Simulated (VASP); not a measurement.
# Si (Fd-3m) in VASP: a series of runs, part 2 of 2

VASP 6.6.1.

## Step 3: Relaxation of cell and atoms, PBE

This run uses another cell than the first one, of 20.44 Å³/atom, 1.023 times its volume.

File INCAR:

```
PREC = Accurate ; ENCUT = 600
EDIFF = 1E-7 ; ISMEAR = 0
SIGMA = 0.03 ; LREAL = False
LASPH = True ; NELM = 80
ALGO = Normal ; ISIF = 3
LWAVE = False ; LCHARG = False
GGA = PE ; IBRION = 2
NSW = 90 ; EDIFFG = -0.005
KPAR = 4
```

File KPOINTS:

```
regular mesh
0
Gamma
  10 10 10
```

File POSCAR:

```
Si                                      
1.0
   -0.0000000000      2.7342968687      2.7342968687
    2.7342968687     -0.0000000000      2.7342968687
    2.7342968687      2.7342968687      0.0000000000
  Si            
     2
Direct
     0.7500000000000000    0.7500000000000000    0.7500000000000000
     0.5000000000000000    0.5000000000000000    0.5000000000000000
```

Potentials or basis: VASP PAW PBE potentials, release 64 (Si).

Run with:

```sh
> cat potpaw_PBE.64/Si/POTCAR > POTCAR
> mpirun -np 4 vasp_std > vasp.out
```

OUTCAR:

```text
PREC = Accurate
   ENCUT = 600
   EDIFF = 1E-7
   ISMEAR = 0
   LREAL = False
   LASPH = True
   NELM = 80
   ISIF = 3
   GGA = PE
   IBRION = 2
   NSW = 90
   EDIFFG = -0.005

 ion  position               nearest neighbor table
   1  0.750  0.750  0.750-   2 2.37   2 2.37   2 2.37   2 2.37
   2  0.500  0.500  0.500-   1 2.37   1 2.37   1 2.37   1 2.37

  LATTYP: Found a face centered cubic cell.
 ALAT       =     5.4685937374

[... 458 lines left out ...]

  FORCE on cell =-STRESS in cart. coord.  units (eV):
  Direction    XX          YY          ZZ          XY          YZ          ZX
  --------------------------------------------------------------------------------------
  -------------------------------------------------------------------------------------
  Total        0.0018060      0.0018060      0.0018060     -0.0000000     -0.0000000      0.0000000
  in kB        0.0707717      0.0707717      0.0707717     -0.0000000     -0.0000000      0.0000000
  external PRESSURE =       0.0707717 kB  Pullay stress =       0.0000000 kB

 VOLUME and BASIS-vectors are now :
 -----------------------------------------------------------------------------
  energy-cutoff  :      600.00
  volume of cell :       40.89
      direct lattice vectors                 reciprocal lattice vectors
     0.000000000  2.734296869  2.734296869    -0.182862368  0.182862368  0.182862368
     2.734296869  0.000000000  2.734296869     0.182862368 -0.182862368  0.182862368
     2.734296869  2.734296869  0.000000000     0.182862368  0.182862368 -0.182862368

 POSITION                                       TOTAL-FORCE (eV/Angst)
 -----------------------------------------------------------------------------------
      4.10145      4.10145      4.10145         0.000000      0.000000      0.000000
      2.73430      2.73430      2.73430        -0.000000     -0.000000     -0.000000
 -----------------------------------------------------------------------------------
    total drift:                               -0.000000     -0.000000     -0.000000

  FREE ENERGIE OF THE ION-ELECTRON SYSTEM (eV)
  ---------------------------------------------------
  free  energy   TOTEN  =       -10.8493344529 eV

  energy  without entropy=      -10.8493344529  energy(sigma->0) =      -10.84933445

 reached required accuracy - stopping structural energy minimisation
```

OSZICAR:

```text
N       E                     dE             d eps       ncg     rms          rms(c)
DAV:   1     0.113829438292E+02    0.11383E+02   -0.36929E+03   752   0.904E+02
DAV:   2    -0.107233410265E+02   -0.22106E+02   -0.21404E+02  1176   0.913E+01
DAV:   3    -0.110162353978E+02   -0.29289E+00   -0.29289E+00   936   0.135E+01
DAV:   4    -0.110176019378E+02   -0.13665E-02   -0.13665E-02  1248   0.106E+00
DAV:   5    -0.110176032052E+02   -0.12674E-05   -0.12674E-05   920   0.270E-02    0.475E+00
DAV:   6    -0.109016360379E+02    0.11597E+00   -0.75811E-02   944   0.144E+00    0.290E+00
DAV:   7    -0.108480088314E+02    0.53627E-01   -0.14542E-01   936   0.213E+00    0.174E-01
DAV:   8    -0.108491120401E+02   -0.11032E-02   -0.38311E-03   912   0.469E-01    0.743E-02
DAV:   9    -0.108493083294E+02   -0.19629E-03   -0.19045E-04  1096   0.109E-01    0.546E-02
DAV:  10    -0.108493342811E+02   -0.25952E-04   -0.30338E-05   888   0.416E-02    0.812E-03
DAV:  11    -0.108493340991E+02    0.18204E-06   -0.58585E-07  1176   0.541E-03    0.215E-03
DAV:  12    -0.108493344391E+02   -0.34006E-06   -0.57268E-07   888   0.605E-03    0.801E-04
DAV:  13    -0.108493344529E+02   -0.13808E-07   -0.16236E-09   616   0.373E-04
   1 F= -.10849334E+02 E0= -.10849334E+02  d E =-.108493E+02
```

It took 3.4 s on 4 MPI ranks of AMD EPYC 9R45 (Zen 5), shared host; peak memory 0.14 GiB.

Results:

```yaml
Free_energy: -10.8493 eV
Pressure_after_relaxing: 0.0 GPa
Band_gap_on_the_k_mesh: 0.62 eV, indirect (least direct gap 2.56 eV)
```

Final structure:
```xyz
2
Lattice="0.0000 2.7343 2.7343 2.7343 0.0000 2.7343 2.7343 2.7343 0.0000" Properties=species:S:1:pos:R:3 pbc="T T T"
Si    4.1014    4.1014    4.1014
Si    2.7343    2.7343    2.7343
```

Caveat: the relaxation stopped at its first step, so nothing moved.

## Step 4: Relaxation of cell and atoms, PBE

File INCAR:

```
SYSTEM = Si
PREC     = Accurate       ! precision mode
ENCUT    = 600            ! plane-wave cutoff, eV
EDIFF    = 1E-6           ! SCF threshold, eV
ISMEAR   = 0              ! smearing method
SIGMA    = 0.03           ! smearing width, eV
LREAL    = .FALSE.        ! projectors in reciprocal space
LASPH    = .TRUE.         ! aspherical terms in the spheres
NELM     = 80             ! most SCF steps
ALGO     = Normal         ! electronic algorithm
ISIF     = 3              ! what is computed and relaxed
LWAVE    = .FALSE.        ! write WAVECAR
LCHARG   = .FALSE.        ! write CHGCAR
GGA      = PE             ! functional
IBRION   = 2              ! ionic algorithm
NSW      = 90             ! ionic steps
EDIFFG   = -0.01          ! ionic threshold
```

File KPOINTS:

```
regular mesh
0
G
  10 10 10
  0 0 0
```

File POSCAR:

```
Si
1.0
    0.0000000000      2.7135600000      2.7135600000
    2.7135600000      0.0000000000      2.7135600000
    2.7135600000      2.7135600000      0.0000000000
Si
2
Direct
    0.7500000000      0.7500000000      0.7500000000
    0.5000000000      0.5000000000      0.5000000000
```

Run with:

```sh
> cat potpaw_PBE.64/Si/POTCAR > POTCAR
> mpirun -np 1 vasp_std > vasp.out
```

Run time: 32 s. Hardware: 1 thread of Intel Xeon Platinum 8488C (Sapphire Rapids), shared host; peak memory 0.17 GiB.

It converged, with:

| Item | Value |
| --- | --- |
| Free energy | -10.8493 eV |
| Relaxed volume | 20.44 Å³/atom |
| Relaxed cell | a = 3.867 Å, b = 3.867 Å, c = 3.867 Å, α = 60.00°, β = 60.00°, γ = 60.00° |
| Space group after relaxing (to 0.05 Å) | Fd-3m (No. 227) |
| Energy gained by relaxing | 3.0 meV/atom |
| Ionic steps | 3 |
| Pressure after relaxing | 0.0 GPa |
| Band gap on the k mesh | 0.62 eV, indirect (least direct gap 2.56 eV) |

The path:
| step | energy change (eV) | largest force (eV/Å) | pressure (GPa) | volume (Å³) |
| --- | --- | --- | --- | --- |
| 1 | 0.0000 | 0.0000 | 2.15 | 39.96 |
| 2 | -0.0033 | 0.0000 | -1.34 | 41.53 |
| 3 | -0.0060 | 0.0000 | 0.01 | 40.89 |

Final structure:
```yaml
crystal:
  lattice:
    - [0.00000, 2.73430, 2.73430]
    - [2.73430, 0.00000, 2.73430]
    - [2.73430, 2.73430, 0.00000]
  atoms:
    - { symbol: Si, position: [0.75000, 0.75000, 0.75000] }
    - { symbol: Si, position: [0.50000, 0.50000, 0.50000] }
```

Levels at points of the mesh, in eV from the valence-band top:
```tsv
k point	band 1	band 2	band 3	band 4	band 5	band 6	band 7	band 8
(0.00, 0.00, 0.00)	-11.82	0.00	0.00	0.00	2.56	2.56	2.56	3.13
(0.50, 0.00, 0.00)	-9.54	-6.87	-1.18	-1.18	1.47	3.35	3.35	7.70
(0.50, 0.50, 0.00)	-7.75	-7.75	-2.79	-2.79	0.75	0.75	9.94	9.94
```

## Step 5: Relaxation of cell and atoms, PBE

This run uses another cell than the first one, of 20.44 Å³/atom, 1.023 times its volume.

Edit INCAR of step 4 so:

```diff
@@ -3,3 +3,3 @@
 ENCUT    = 600            ! plane-wave cutoff, eV
-EDIFF    = 1E-6           ! SCF threshold, eV
+EDIFF    = 1E-7           ! SCF threshold, eV
 ISMEAR   = 0              ! smearing method
@@ -16,2 +16,2 @@
 NSW      = 90             ! ionic steps
-EDIFFG   = -0.01          ! ionic threshold
+EDIFFG   = -0.005         ! ionic threshold
```

KPOINTS is that of step 4.

File POSCAR:

```
Si                                      
1.0
    0.0000000000      2.7342968687      2.7342968687
    2.7342968687      0.0000000000      2.7342968687
    2.7342968687      2.7342968687      0.0000000000
  Si            
     2
Direct
     0.7500000000000000    0.7500000000000000    0.7500000000000000
     0.5000000000000000    0.5000000000000000    0.5000000000000000
```

Run with:

```sh
> cat potpaw_PBE.64/Si/POTCAR > POTCAR
> mpirun -np 1 vasp_std > vasp.out
```

Wall time 20 s (1 thread of Intel Xeon Platinum 8488C (Sapphire Rapids), shared host); peak memory 0.17 GiB.

It converged, with:

```
Free energy             : -10.8493 eV
Pressure after relaxing : 0.0 GPa
Band gap on the k mesh  : 0.62 eV, indirect (least direct gap 2.56 eV)
```

Final structure:
```xyz
2
Lattice="0.0000 2.7343 2.7343 2.7343 0.0000 2.7343 2.7343 2.7343 0.0000" Properties=species:S:1:pos:R:3 pbc="T T T"
Si    4.1014    4.1014    4.1014
Si    2.7343    2.7343    2.7343
```

Levels at points of the mesh, in eV from the valence-band top:
```csv
k point,band 1,band 2,band 3,band 4,band 5,band 6,band 7,band 8
"(0.00, 0.00, 0.00)",-11.82,0.00,0.00,0.00,2.56,2.56,2.56,3.13
"(0.50, 0.00, 0.00)",-9.54,-6.87,-1.18,-1.18,1.47,3.35,3.35,7.70
"(0.50, 0.50, 0.00)",-7.75,-7.75,-2.79,-2.79,0.75,0.75,9.94,9.94
```

Caveat: the relaxation stopped at its first step, so nothing moved. As with any semilocal functional, this PBE gap is likely too small.
